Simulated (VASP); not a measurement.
Data:

```yaml
crystal:
  lattice:
    - [3.98972, 0.00000, 0.00000]
    - [0.00000, 3.98972, 0.00000]
    - [0.00000, 0.00000, 4.14202]
  atoms:
    - { symbol: Ba, position: [0.00000, 0.00000, 0.00598] }
    - { symbol: Ti, position: [0.50000, 0.50000, 0.52489] }
    - { symbol: O, position: [0.50000, 0.50000, 0.96670] }
    - { symbol: O, position: [0.00000, 0.50000, 0.48322] }
    - { symbol: O, position: [0.50000, 0.00000, 0.48322] }
```

The numbers are results of PBE GGA with D3 dispersion (zero damping), VASP's PBE PAW potentials (set 64) (plane waves; VASP), not measurements. Settings: 520 eV cut-off, 6×6×6 Γ-centred mesh, Gaussian smearing of 0.050 eV, potentials Ba_sv Ti_sv O.

Unless said otherwise, spin-orbit coupling is left out, though it shifts the bands of the heavy elements here.

Estimate the energy per atom (σ→0), band gap (on the k-mesh) with the smallest direct gap where there is one.

- band gap (on the k-mesh) = 1.78 eV
- smallest direct gap (on the k-mesh) = 2.29 eV
- energy per atom (σ→0) = -8177 meV/atom

Only differences to runs with the same potentials and settings are physical.

The compound is BaTiO3 in the tetragonal perovskite structure. It was relaxed first.
